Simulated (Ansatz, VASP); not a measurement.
# SiC (Moissanite) in two plane-wave programs, part 2 of 2

Aim: how closely do two programs agree when they are given the same cell, functional and k mesh? The cell is taken from a series of runs on this material, whose earlier steps may have relaxed, scaled, displaced or heated it; both programs get it as it stands.

VASP 6.6.1 and Ansatz 0.2.0.

So far: Starting point; VASP: zone-centre phonons, LDA.

### 3. Ansatz: zone-centre phonons, LDA

Level of this step: Ansatz beside VASP: Kohn-Sham DFT, plane waves, LDA (Ansatz).

Ansatz runs on its PAW soft_1 files.

The same cell, functional (in two slightly different forms), mesh and smearing now go to Ansatz, which takes its cutoff from its data sets.

input.yaml

```yaml
crystal:
  lattice:
    - [3.0564320057, 0.0, 0.0]
    - [-1.5282160028, 2.6469477619, 0.0]
    - [0.0, 0.0, 5.0159470883]
  atoms:
    - { symbol: C, position: [0.3333333333, 0.6666666667, 0.3801770496] }
    - { symbol: C, position: [0.6666666667, 0.3333333333, 0.8801770496] }
    - { symbol: Si, position: [0.3333333333, 0.6666666667, 0.0048229504] }
    - { symbol: Si, position: [0.6666666667, 0.3333333333, 0.5048229504] }
total_charge: 0.04058
kpoints:
  mp_grid: { grid: [21, 21, 12] }
hamiltonian:
  xc: lda
  pseudopotentials: { kind: paw, azcp: { folder: soft_1 }, xc_functional: pbe }
scf:
  occupations: { method: fermi_dirac, width: 0.03 }
output:
  eigenvalues: true
phonons:
  method: dfpt
```

Launch:

```bash
$ ansatz run input.yaml --threads 4 --pin off --max-ram 16384MiB --backend cpu --events-out ev --progress --plain --runs-dir out
```

Numbers of over 12 decimals in the logs are rounded to 6 here.

What it wrote:

```text
Engine: ansatz 0.2.0, aarch64-unknown-linux-gnu
Pseudopotentials: kind: paw
Pseudopotential: C, paw, valence charge 4, recommended cutoff 420 eV (normal), soft_1/C.paw.azcp
Pseudopotential: Si, paw, valence charge 4, recommended cutoff 420 eV (normal), soft_1/Si.paw.azcp
Functional definition: SPW92
  exchange = slater_x
  correlation = pw_c
Crystal: 4 atoms, lattice volume = 40.580 Å³
Basis set: ecut = 420 eV, 785 PW (Γ), exchange–correlation on 48×48×72 points (8 copies of the dense FFT grid, shifted against one another)
Bands: 12, of which v1, the nominal top of the filled ones, is band 8 counted from 1 (7 counted from 0)
Symmetry: 12 space group operations
k-points: 1397 of 5292 (irreducible under 2 space group operations, time reversal used)
Non-local potential: C, projectors of the file, l = 0: 2, l = 1: 2, l = 2: 1
Non-local potential: Si, projectors of the file, l = 0: 2, l = 1: 2, l = 2: 1
PAW form: soft (Blöchl's): semilocal exchange-correlation on the pseudo side does not see the compensation charge
PAW frozen core: C, regenerated for the run's functional, and the local potential with it (the file was generated under x = pbe(κ = 0.804, μ = 0.219515), c = pbe(β = 0.066725))
PAW frozen core: Si, regenerated for the run's functional, and the local potential with it (the file was generated under x = pbe(κ = 0.804, μ = 0.219515), c = pbe(β = 0.066725))
PAW one-centre angular grid: C, 110 points (default); XC on 64 Gauss nodes
PAW one-centre angular grid: Si, 110 points (default); XC on 64 Gauss nodes
Initial density: superposition of atomic densities (chi_scale 0.1, normalization cell, long waves kept (reshape's long-wave potential 0.00 eV rms))
Initial wavefunctions: pseudopotential atomic-orbital guess
Functional: x = slater, c = lda
SCF iter   1: F=—  HF=-1708.006328 eV  |F-HF|=—  |Δ(HF+E_count)|=         —  Δρ=1.42e-1  dr2=9.83e0  ethr=3.10e-3  ⟨swp⟩=6.0  Hψ=122096  notcnv=0
preconditioner: auto → none  [metal: Δε(μ)=0.028 eV  Ē_g=12.876 eV  σ=0.030 eV  W_gap=0.23  n_scr=2 (ndim 8)  ℏωp=23.3 eV  f_vac=0.000  D(μ)=0.46/eV (n_scr^D=2)  sad-step TF]
SCF iter   2: F=—  HF=-1705.644440 eV  |F-HF|=—  |Δ(HF+E_count)|=    2.36e0  Δρ=7.19e-2  dr2=2.57e0  ethr=3.10e-3  ⟨swp⟩=2.8  Hψ=47064  notcnv=0
SCF iter   3: F=—  HF=-1704.790745 eV  |F-HF|=—  |Δ(HF+E_count)|=   8.54e-1  Δρ=4.81e-3  dr2=1.00e-2  ethr=3.10e-3  ⟨swp⟩=3.7  Hψ=38214  notcnv=0  defer=41
SCF iter   4: F=—  HF=-1704.788595 eV  |F-HF|=—  |Δ(HF+E_count)|=   2.15e-3  Δρ=7.70e-4  dr2=1.60e-4  ethr=6.30e-5  ⟨swp⟩=3.0  Hψ=41702  notcnv=0
SCF iter   5: F=—  HF=-1704.788605 eV  |F-HF|=—  |Δ(HF+E_count)|=   1.05e-5  Δρ=6.26e-5  dr2=7.48e-7  ethr=1.00e-6  ⟨swp⟩=2.2  Hψ=27769  notcnv=0
SCF iter   6: F=—  HF=-1704.788605 eV  |F-HF|=—  |Δ(HF+E_count)|=   4.16e-7  Δρ=3.44e-6  dr2=2.54e-9  ethr=4.69e-9  ⟨swp⟩=2.6  Hψ=28929  notcnv=0
SCF iter   7: F=—  HF=-1704.788605 eV  |F-HF|=—  |Δ(HF+E_count)|=  8.55e-10  Δρ=8.02e-7  dr2=2.55e-10  ethr=1.59e-11  ⟨swp⟩=2.3  Hψ=27689  notcnv=0
SCF iter   8: F=-1704.788605 eV  HF=-1704.788605 eV  |F-HF|=1.82e-12  |Δ(HF+E_count)|=  9.00e-11  Δρ=1.21e-7  dr2=3.84e-12  ethr=1.00e-12  ⟨swp⟩=5.0  Hψ=88825  notcnv=0
the search or the solves at the SCF's close seem to have found levels that the self-consistency loop had missed (the run counts 2). By its estimate they hold under 1e-12 electrons; where the run keeps them, the occupations were computed again with them
SCF 1 converged in 8 iterations: F = -1704.788605 eV  dr2 = 3.84e-12
  greatest PAW one-centre occupation: 0.643 electrons in one spin orbital (limit 2), on the C atom at site 1 (counted from 0), in its partial waves of l = 0
DFPT response loops at Γ: preconditioner auto → Kerker (q_TF=auto, 2.335 Å⁻¹) (partly filled bands, converged f_vac=0.000); β = 1.00, the filter's whole step (`scf.mixing.beta` (0.50) is not read by the response loops under this deck's `scf.mixing.preconditioner`; to damp them name `kerker` or `kerker_dos`, under which they read `scf.mixing.beta`, and type it under 1.00, their step now; both keys bind the ground state too); Broyden in place of MSR1
SCF converged after 8 iterations
Free energy (F): -1704.788605 eV
Harris-Foulkes:  -1704.788605 eV  (|F-HF|=1.82e-12)
Internal energy: -1704.787587 eV  (E = F + TS)
E sigma→0 (E₀):  -1704.788096 eV
Entropy (-TS):   -0.001018 eV (-0.254 meV/atom)
Fermi energy:    9.457251 eV
--- Per-component energies (eV) ---
  E_band       = 56.815586
  E_kinetic    = 267.834891
  E_local      = -193.217761  (includes V_loc(G=0)·N_el)
  E_nonlocal   = 94.650339
  E_hartree    = 63.359511
  E_xc         = -209.993481
  E_vxc        = -217.701426  (∫ρ·V_xc dr)
  E_paw        = -1155.233397  (= ΣΔE_a)
  E_vpaw       = -21.469551  (= ΣTr[D̂ρ^β])
  E_aug_tail   = 0.000095  (compensation charges beyond the density's cutoff)
  E_ewald      = -572.482111
  E_core_change = 0.294327  (= ΣΔE_core)
  E_smearing   = -0.001018  (= −TS)
  E_closure    = -0.000000  (closes the sum)
  E_deformation_potential = 0.747423  (in the stress; not in F)
  Σ components = -1704.788605   (vs F -1704.788605, Δ=0.00e0)
--- Band table (eV; the first three rows and the last of 1397) ---
  k-point 0: bands = [... 4 lower, 8.3060, 9.5043, 9.6305, 9.6305, 14.5601, 16.0415, 16.3223, 16.3223]
  k-point 1: bands = [... 4 lower, 8.3253, 9.3097, 9.6041, 9.6041, 14.5912, 16.1825, 16.3317, 16.3317]
  k-point 2: bands = [... 4 lower, 8.3825, 8.7785, 9.5273, 9.5273, 14.6840, 16.3664, 16.3664, 16.5544]
  k-point 1396: bands = [... 4 lower, 5.1673, 5.1673, 7.4676, 7.4676, 14.4868, 14.4868, 16.6491, 16.6491]
--- Phonons (Γ-DFPT): 4 representative perturbations + reference, on 1397 of 5292 k-points (Σ response iterations 12) ---
  k mesh reduced under 2 symmetry operations, with k and −k counted as one. Each operation leaves every solved perturbation unchanged. A smaller set is not used because it would not reduce the number of displacements times k-points to solve
  ASR residual: 8.251e-5 → 0.000e0 eV/Å²; symmetrization residual: 7.720e-7 eV/Å²
  ASR residual per site (eV/Å²): 8.25e-5 8.25e-5 3.70e-5 3.70e-5
  Γ frequencies (cm⁻¹): 0.00 0.00 0.00 252.64 252.64 585.03 745.73 746.71 746.71 781.17 781.17 839.72
  non-analytic LO–TO correction: not included (Born effective charges unavailable; polar crystals: no LO–TO splitting at Γ)
```

### 4. Comparison

Known differences besides the potentials themselves: the two LDA forms differ slightly; the cutoff is 420 eV in Ansatz and 600 eV in VASP; VASP's log shows a relativistic correction to its local exchange, Ansatz's none. Total energies have different zeros and are not compared.

Both answers:

```tsv
quantity	Ansatz	VASP	difference
optical mode 1 to 2 (cm⁻¹)	252.6	252.3	+0.12 %
optical mode 3 (cm⁻¹)	585.0	584.9	+0.02 %
optical mode 4 (cm⁻¹)	745.7	746.6	-0.11 %
optical mode 5 to 6 (cm⁻¹)	746.7	747.4	-0.09 %
optical mode 7 to 8 (cm⁻¹)	781.2	781.7	-0.06 %
optical mode 9 (cm⁻¹)	839.7	840.3	-0.07 %
```

Modes are paired by rising frequency, not by their patterns, so a pair may set unlike modes beside each other; they are those without the splitting of longitudinal modes. The cell carries a charge of +0.04058 e against a uniform background, so its pressure also hangs on how the neutralising background is counted, and in a defect's cell a gap may be the spacing between its levels.

### 5. Outcome

- r.m.s. difference of the optical zone-centre modes, each program's sorted by frequency (zone-centre phonons, LDA): 0.54 cm⁻¹

**Reading.** The r.m.s. difference of the optical zone-centre modes, each program's sorted by frequency is 0.54 cm⁻¹ (zone-centre phonons, LDA). Such differences can come from data sets, numerical settings and the points named under the comparisons, not from the functional's error against experiment.

[Lines on the potential files, build, host, timing and source positions are cut from VASP's logs without a mark.]

[Logs are printed without paths, hosts, clocks, repeated set-up lines and the standing remarks that a program may print on its own settings, such as how far it seeks lower states.]

[Hosts, paths, dates, database ids (printed as entryN), source tags and the programs' standing remarks are cut or masked in the printed files.]
